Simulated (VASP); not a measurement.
An input for Quantum ESPRESSO's pw.x (written as the equivalent of a VASP run, and not itself run):

```
&CONTROL
  calculation = 'scf'
  pseudo_dir = './pseudo'
  outdir = './out'
  tprnfor = .true.
  tstress = .true.
/
&SYSTEM
  ibrav = 0
  nat = 2
  ntyp = 1
  ecutwfc = 84
  occupations = 'tetrahedra'
  input_dft = 'vdw-df2-b86r'
/
&ELECTRONS
  conv_thr = 7.3e-09
  electron_maxstep = 100
/
ATOMIC_SPECIES
  As 74.922 As.upf
CELL_PARAMETERS angstrom
     3.6512986   -1.9091625   -0.0265918
     3.6512986    1.9091625   -0.0265918
     2.6760618    0.0000000    3.1330945
ATOMIC_POSITIONS crystal
  As   0.2287777  0.2287777  0.2287777
  As   0.7712223  0.7712223  0.7712223
K_POINTS automatic
  13 13 13 0 0 0
```

Q: Translate this input to VASP (INCAR, KPOINTS, POSCAR, choice of POTCAR).

A: One answer among several that fit: 
KPOINTS:
```
Automatic mesh
0
Gamma
13 13 13
0 0 0
```

File POSCAR:
```
As
1
    3.6512985715    -1.9091624926    -0.0265917583
    3.6512985715     1.9091624926    -0.0265917583
    2.6760618146     0.0000000000     3.1330945079
As
2
Direct
  0.2287776888   0.2287776888   0.2287776888
  0.7712223112   0.7712223112   0.7712223112
```

INCAR:
```
# general
SYSTEM    =  As
PREC      =  Accurate
ENCUT     =  520
LREAL     =  F
LASPH     =  T

# electronic loop
EDIFF     =  1E-7
NELM      =  100
ALGO      =  Normal
LMAXMIX   =  4

# smearing
ISMEAR    =  -5

# functional
GGA       =  MK
LUSE_VDW  =  T
AGGAC     =  0.0
PARAM1    =  0.1234568
PARAM2    =  0.7114
ZAB_VDW   =  -1.8867

# ions
ISIF      =  2

# output
LWAVE     =  F
LCHARG    =  T
LORBIT    =  11
NEDOS     =  601
```

POTCAR, in this order: As (PBE.64 set). Program: vasp_std.

Limits of the translation: the potentials are each code's own (VASP's PAW set, PseudoDojo norm-conserving files in pw.x), so ENCUT and ecutwfc are chosen apart and not converted; conv_thr bounds pw.x's estimated SCF error, while EDIFF bounds the energy change between steps.

The compound is As in the a7 structure. It was relaxed first.
